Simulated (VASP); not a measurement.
```xyz
3
Lattice="2.0892 -3.6186 0.0000 2.0892 3.6186 0.0000 0.0000 0.0000 6.8909" Properties=species:S:1:pos:R:3 pbc="T T T"
Mg     0.0000     0.0000     0.0000
I      2.0892     1.2062     1.6747
I      2.0892    -1.2062     5.2162
```

These are optB88-vdW, VASP's PBE PAW potentials (set 64) (plane waves; VASP) values and carry that method's errors. Run with 520 eV cut-off, Gaussian smearing of 0.050 eV, potentials Mg I.

Unless said otherwise, spin-orbit coupling is left out, though it shifts the bands of the heavy elements here.

### Question
What does the run give for the band gap (along the path) with the smallest direct gap where there is one?

### Answer

```json
{
 "band gap (along the path)": "3.48 eV",
 "smallest direct gap (along the path)": "3.59 eV"
}
```

Total energies compare only between runs with the same potentials, cut-off and functional.

The compound is MgI2 in the 1T layered structure. It was relaxed first.
